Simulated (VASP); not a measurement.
A VASP calculation is set up with these files.

**POSCAR**
```
GaN
1.0
  0.0000000000   2.2813807196   2.2476657336
  2.2476657336   0.0000000000   2.2476657336
  2.2476657336   2.2813807196   0.0000000000
Ga N
1 1
Cart
  0.0000000000   0.0000000000   0.0000000000
  1.1238328668   1.1406903598   1.1238328668
```

File KPOINTS:
```
K-points
0
Gamma
10 10 10
```

### INCAR
```
! general
SYSTEM  = GaN
PREC    = Accurate
ENCUT   = 600   ! plane-wave cut-off (eV)
LREAL   = .False.
LASPH   = .True.   ! aspherical one-centre terms

! electronic loop
EDIFF   = 1E-7   ! SCF stop (eV)
NELM    = 100
ALGO    = Normal
LMAXMIX = 4   ! l cut-off of mixed one-centre charges

! smearing
ISMEAR  = 0
SIGMA   = 0.05   ! width (eV)

! functional
GGA     = PS

! ions
IBRION  = 2   ! conjugate gradients
NSW     = 30   ! most ionic steps
ISIF    = 2
EDIFFG  = -0.01

! output
LWAVE   = .False.
LCHARG  = .False.
```

POTCAR, in this order: Ga_d N (PBE.64 set). Program: vasp_std.

### Question
Write an equivalent input for Ansatz.

### Answer
One equivalent input (not run):
Ansatz 0.2 input:
```yaml
crystal:
  lattice:
    - [0.0000000, 2.2813807, 2.2476657]
    - [2.2476657, 0.0000000, 2.2476657]
    - [2.2476657, 2.2813807, 0.0000000]
  atoms:
    - { symbol: Ga, position: [0.0000000, 0.0000000, 0.0000000] }
    - { symbol: N, position: [0.2500000, 0.2500000, 0.2500000] }
kpoints:
  mp_grid: { grid: [10, 10, 10] }
hamiltonian:
  xc: pbesol
  pseudopotentials: { kind: paw }
scf:
  occupations: { method: gaussian, width: 0.05 }
  max_iter: 100
relax:
  max_steps: 30
  f_tol: 0.01
output: { forces: true, stress: true, eigenvalues: true }
```
The two are equivalent in intent, not identical: each code has its own PAW files, so the cut-off isn't converted (ENCUT is set for VASP's; basis.ecutwfc is left out, and Ansatz then takes the one that its files recommend); Ansatz stops its SCF on the density residual and VASP on the energy change (EDIFF).

The compound is GaN in the zinc blende structure, a metastable form; wurtzite is the usual one. This cell was strained or had an atom moved on purpose.
